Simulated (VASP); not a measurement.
Method: rev-vdW-DF2, VASP's PBE PAW potentials (set 64) (plane waves; VASP).

VASP input:

KPOINTS:
```
K-points
0
G
  8 8 6
```

### INCAR
```
# general
SYSTEM    =  NiSb
PREC      =  Accurate
ENCUT     =  520   # plane-wave cut-off (eV)
LREAL     =  .False.
LASPH     =  .True.   # aspherical one-centre terms

# electronic loop
EDIFF     =  1E-6   # SCF stop (eV)
NELM      =  100   # most electronic steps
ALGO      =  Normal   # blocked Davidson
LMAXMIX   =  4   # l cut-off of mixed one-centre charges

# smearing
ISMEAR    =  1
SIGMA     =  0.1   # width (eV)

# functional
GGA       =  MK
LUSE_VDW  =  .True.
AGGAC     =  0.0
PARAM1    =  0.1234568
PARAM2    =  0.7114
ZAB_VDW   =  -1.8867

# ions
IBRION    =  2   # conjugate gradients
NSW       =  60   # most ionic steps
ISIF      =  3   # ions, shape and volume
EDIFFG    =  -0.02   # ionic stop

# output
LWAVE     =  .False.
LCHARG    =  .False.
```

POSCAR:
```
NiSb
1
    1.9548608319    -3.3859184433     0.0000000000
    1.9548608319     3.3859184433     0.0000000000
    0.0000000000     0.0000000000     5.1051620191
Ni Sb
2 2
Direct
  0.0000000000   0.0000000000   0.5000000000
  0.0000000000   0.0000000000   0.0000000000
  0.3333330000   0.6666670000   0.2500000000
  0.6666670000   0.3333330000   0.7500000000
```

POTCAR, in this order: Ni Sb (PBE.64 set). Program: vasp_std.

Output

OSZICAR:
```
       N       E                     dE             d eps       ncg     rms          rms(c)
DAV:   1     0.180218353345E+03    0.18022E+03   -0.12672E+04  1520   0.163E+03
DAV:   2    -0.405059387054E+01   -0.18427E+03   -0.17940E+03  1532   0.323E+02
DAV:   3    -0.133703993609E+02   -0.93198E+01   -0.90348E+01  1756   0.894E+01
DAV:   4    -0.136315250334E+02   -0.26113E+00   -0.25908E+00  1705   0.140E+01
DAV:   5    -0.136396351114E+02   -0.81101E-02   -0.81077E-02  1809   0.261E+00    0.129E+01
DAV:   6    -0.159302685757E+02   -0.22906E+01   -0.31901E+01  1655   0.104E+02    0.161E+01
DAV:   7    -0.123251328620E+02    0.36051E+01   -0.12054E+01  1646   0.731E+01    0.374E+00
DAV:   8    -0.123726573005E+02   -0.47524E-01   -0.13707E+00  2061   0.105E+01    0.254E+00
DAV:   9    -0.123133776326E+02    0.59280E-01   -0.22180E-01  1732   0.852E+00    0.626E-01
DAV:  10    -0.123138016398E+02   -0.42401E-03   -0.78475E-03  1610   0.754E-01    0.479E-01
DAV:  11    -0.123132456622E+02    0.55598E-03   -0.72078E-04  1855   0.216E-01    0.152E-01
DAV:  12    -0.123129996619E+02    0.24600E-03   -0.77671E-04  2124   0.472E-01    0.381E-02
DAV:  13    -0.123130062219E+02   -0.65600E-05   -0.81932E-05  1604   0.667E-02    0.372E-02
DAV:  14    -0.123130059842E+02    0.23769E-06   -0.33014E-06  1410   0.210E-02
   1 F= -.12313006E+02 E0= -.12313138E+02  d E =-.123130E+02
       N       E                     dE             d eps       ncg     rms          rms(c)
DAV:   1    -0.140676203583E+02   -0.17546E+01   -0.18632E+01  1625   0.746E+01    0.121E+01
DAV:   2    -0.168289090417E+02   -0.27613E+01   -0.41336E+01  1733   0.117E+02    0.180E+01
DAV:   3    -0.123860688178E+02    0.44428E+01   -0.16866E+01  1669   0.720E+01    0.318E+00
DAV:   4    -0.123498994197E+02    0.36169E-01   -0.55454E-01  1580   0.875E+00    0.179E+00
DAV:   5    -0.123173707617E+02    0.32529E-01   -0.50918E-02  2203   0.364E+00    0.456E-01
DAV:   6    -0.123161525146E+02    0.12182E-02   -0.54730E-03  1553   0.732E-01    0.124E-01
DAV:   7    -0.123161893026E+02   -0.36788E-04   -0.45898E-04  2104   0.324E-01    0.587E-02
DAV:   8    -0.123161551892E+02    0.34113E-04   -0.98717E-05  1837   0.183E-01    0.116E-02
DAV:   9    -0.123161559135E+02   -0.72433E-06   -0.82493E-06  1914   0.269E-02
   2 F= -.12316156E+02 E0= -.12316580E+02  d E =-.314993E-02
       N       E                     dE             d eps       ncg     rms          rms(c)
DAV:   1    -0.128139444154E+02   -0.49779E+00   -0.47215E+00  1637   0.358E+01    0.683E+00
DAV:   2    -0.139600797776E+02   -0.11461E+01   -0.12533E+01  1650   0.659E+01    0.105E+01
DAV:   3    -0.123303279198E+02    0.16298E+01   -0.51864E+00  1654   0.475E+01    0.861E-01
DAV:   4    -0.123448502925E+02   -0.14522E-01   -0.33188E-01  1755   0.435E+00    0.930E-01
DAV:   5    -0.123360494804E+02    0.88008E-02   -0.25051E-02  1845   0.263E+00    0.274E-01
DAV:   6    -0.123360076251E+02    0.41855E-04   -0.10757E-03  1648   0.338E-01    0.178E-01
DAV:   7    -0.123359239778E+02    0.83647E-04   -0.19977E-04  2176   0.162E-01    0.150E-02
DAV:   8    -0.123359270625E+02   -0.30847E-05   -0.22384E-05  2095   0.442E-02    0.169E-02
DAV:   9    -0.123359240202E+02    0.30423E-05   -0.34962E-06  1396   0.328E-02    0.488E-03
DAV:  10    -0.123359236707E+02    0.34943E-06   -0.14686E-06   800   0.144E-02
   3 F= -.12335924E+02 E0= -.12336403E+02  d E =-.229177E-01
```

**OUTCAR**
```
------------------------ aborting loop because EDIFF is reached ----------------------------------------
  FORCE on cell =-STRESS in cart. coord.  units (eV):
  Direction    XX          YY          ZZ          XY          YZ          ZX
  --------------------------------------------------------------------------------------
  Total        0.0529952      0.0529952     -0.0219101     -0.0000000      0.0000000     -0.0000000
  in kB        1.2203076      1.2203077     -0.5045174     -0.0000000      0.0000000     -0.0000000
  external PRESSURE =       0.6453660 kB  Pullay stress =       0.0000000 kB
  volume of cell :       69.58
      direct lattice vectors                 reciprocal lattice vectors
     1.974832290 -3.420510028 -0.000000000     0.253186057 -0.146177031  0.000000000
     1.974832290  3.420510028  0.000000000     0.253186057  0.146177031  0.000000000
    -0.000000000  0.000000000  5.150234859     0.000000000 -0.000000000  0.194165903
 POSITION                                       TOTAL-FORCE (eV/Angst)
 -----------------------------------------------------------------------------------
     -0.00000      0.00000      2.57512         0.000000      0.000000     -0.000000
      0.00000     -0.00000      0.00000         0.000000      0.000000     -0.000000
      1.97483      1.14017      1.28756        -0.000000      0.000000      0.000000
      1.97483     -1.14017      3.86268         0.000000     -0.000000     -0.000000
 -----------------------------------------------------------------------------------
    total drift:                                0.000000      0.000000      0.000000
  FREE ENERGIE OF THE ION-ELECTRON SYSTEM (eV)
  ---------------------------------------------------
  free  energy   TOTEN  =       -12.3359236707 eV

  energy  without entropy=      -12.3373603193  energy(sigma->0) =      -12.33640255

 reached required accuracy - stopping structural energy minimisation
```
(Selected blocks of OUTCAR.)

File CONTCAR:
```
NiSb
   1.00000000000000
     1.9748322899729491   -3.4205100283095615   -0.0000000000000000
     1.9748322899729491    3.4205100283095615    0.0000000000000000
    -0.0000000000000000    0.0000000000000000    5.1502348592110403
  Ni              Sb
     2     2
Direct
     0.0000000000000000    0.0000000000000000    0.5000000000000000
     0.0000000000000000    0.0000000000000000    0.0000000000000000
     0.3333330000000032    0.6666669999999968    0.2500000000000000
     0.6666669999999968    0.3333330000000032    0.7500000000000000
```

**OUTCAR**
```
 val. band max:        9.7015473557   @ k =   0.3750   0.0000   0.1667

 cond. band min:       9.7662460565   @ k =   0.3750   0.1250   0.0000


 Fermi energy:         9.7455702653

 k-point     1 :       0.0000    0.0000    0.0000
  band No.  band energies     occupation
      1      -3.1503      2.00000
      2       1.2721      2.00000
      3       3.5731      2.00000
      4       5.8668      2.00000
      5       5.8668      2.00000
      6       6.6293      2.00000
      7       7.2061      2.00000
      8       7.2061      2.00000
      9       7.6498      2.00000
     10       7.6498      2.00000
     11       8.4075      2.00000
     12       8.4075      2.00000
     13       9.6855      1.84060
     14      10.3071     -0.00000
     15      10.3071     -0.00000
     16      12.1582      0.00000
     17      12.1583      0.00000
     18      12.8747      0.00000
     19      13.6305      0.00000

 k-point     2 :       0.1250    0.0000    0.0000
  band No.  band energies     occupation
      1      -2.9577      2.00000
      2       1.2579      2.00000
      3       3.7906      2.00000
      4       5.8182      2.00000
      5       5.9082      2.00000
      6       6.5467      2.00000
      7       7.0614      2.00000
      8       7.1293      2.00000
      9       7.5367      2.00000
     10       7.6843      2.00000
     11       8.3963      2.00000
     12       8.4085      2.00000
     13       9.1025      2.00000
     14       9.6246      2.07085
     15       9.7010      1.67724
     16      11.4089     -0.00000
     17      12.6851      0.00000
     18      13.3174      0.00000
     19      14.2382      0.00000

 k-point     3 :       0.2500    0.0000    0.0000
  band No.  band energies     occupation
      1      -2.3936      2.00000
      2       1.1350      2.00000
      3       4.4239      2.00000
      4       5.2899      2.00000
      5       6.0232      2.00000
      6       6.2734      2.00000
      7       6.8506      2.00000
...
```

Energy and stress use the plane-wave basis of the starting cell. Unless said otherwise, spin-orbit coupling is left out, though it shifts the bands of the heavy elements here.

The compound is NiSb in the NiAs type structure. This run relaxes it. Symmetry was kept, so distortions that lower it aren't found. The start is the result of an earlier pass. The run is not spin-polarised, so no magnetic state was tried.
